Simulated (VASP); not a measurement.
Computed with AM05 GGA, VASP's PBE PAW potentials (set 64) (plane waves; VASP).

The input files of a VASP run:

File KPOINTS:
```
K-points
0
Gamma
16 16 9
```

### INCAR
```
LASPH = .TRUE.   ! aspherical one-centre terms
GGA = AM
LCHARG = .FALSE.
EDIFF = 1E-6
ALGO = Normal   ! blocked Davidson
SIGMA = 0.1   ! width (eV)
SYSTEM = Be
ENCUT = 400   ! plane-wave cut-off (eV)
ISIF = 2
PREC = Accurate
LWAVE = .FALSE.
LREAL = .FALSE.   ! projection in real space or not
NELM = 100   ! most electronic steps
ISMEAR = 1
```

**POSCAR**
```
Be
1
    1.1450000000    -1.9831980000     0.0000000000
    1.1450000000     1.9831980000     0.0000000000
    0.0000000000     0.0000000000     3.5800000000
Be
2
Direct
  0.3333330000   0.6666670000   0.2500000000
  0.6666670000   0.3333330000   0.7500000000
```

POTCAR, in this order: Be (PBE.64 set). Program: vasp_std.

Predict the energy per atom (σ→0), pressure, band gap (on the k-mesh).

```yaml
energy per atom (σ→0): -3.961 eV/atom
band gap (on the k-mesh): none (metal, semimetal or under 0.01 eV)
pressure: -35.1 kbar
```

### OSZICAR
```
...
DAV:   4    -0.794123915790E+01   -0.14192E-04   -0.14192E-04  2676   0.987E-02
DAV:   5    -0.794123917101E+01   -0.13110E-07   -0.12944E-07  2304   0.146E-03    0.121E+00
DAV:   6    -0.792852974535E+01    0.12709E-01   -0.33101E-03  1980   0.756E-01    0.730E-01
DAV:   7    -0.792227656046E+01    0.62532E-02   -0.53436E-03  1992   0.772E-01    0.228E-02
DAV:   8    -0.792228307570E+01   -0.65152E-05   -0.36579E-05  2808   0.539E-02    0.919E-03
DAV:   9    -0.792228430485E+01   -0.12292E-05   -0.51220E-07  1944   0.783E-03    0.499E-04
DAV:  10    -0.792228437002E+01   -0.65171E-07   -0.63231E-09  1356   0.757E-04
   1 F= -.79222844E+01 E0= -.79222381E+01  d E =-.138719E-03
```

The compound is Be in the hcp structure. The cell was not relaxed at this level. The run is one of a series of settings (GGA = AM against the base run), some of them coarse on purpose.
